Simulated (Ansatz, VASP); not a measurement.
## Two plane-wave programs on Y3As

```
Y As
1.0
     4.67589    0.00000    0.00000
     0.00000    4.67589    0.00000
     0.00000    0.00000    4.67589
Y As
3 1
Direct
  0.00000 0.50000 0.50000
  0.50000 0.00000 0.50000
  0.50000 0.50000 0.00000
  0.00000 0.00000 0.00000
```

Change from the starting cell: species swapped into the NdTl3 type (Pm-3m, No. 221).

Alike in both runs: task relaxation of cell and atoms; functional PBE; k mesh 10 × 10 × 10; occupations gaussian, width 0.1 eV; no spin polarisation.

|  | VASP | Ansatz |
| --- | --- | --- |
| version | VASP 6.6.1 | Ansatz 0.2.0 |
| potentials or method | VASP PAW PBE potentials, release 64 (Y_sv, As) | scalar-relativistic, plane waves, PAW |
| plane-wave cutoff (eV) | 600 | 420 |
| valence electrons in the cell | 38 | 48 |

|  | VASP | Ansatz | Ansatz less VASP |
| --- | --- | --- | --- |
| gap on the k mesh at the Fermi level, each at its own relaxed structure (eV) | none | none | - |
| relaxed volume (Å³/atom) | 25.28 | 25.31 | +0.030 |
| relaxed cell length with the largest relative difference (Å) | 4.659 | 4.661 | +0.0018 |

A gap of «none» marks a metal or a gap that the smearing closes. The two sets of potentials don't hold the same shells in valence.
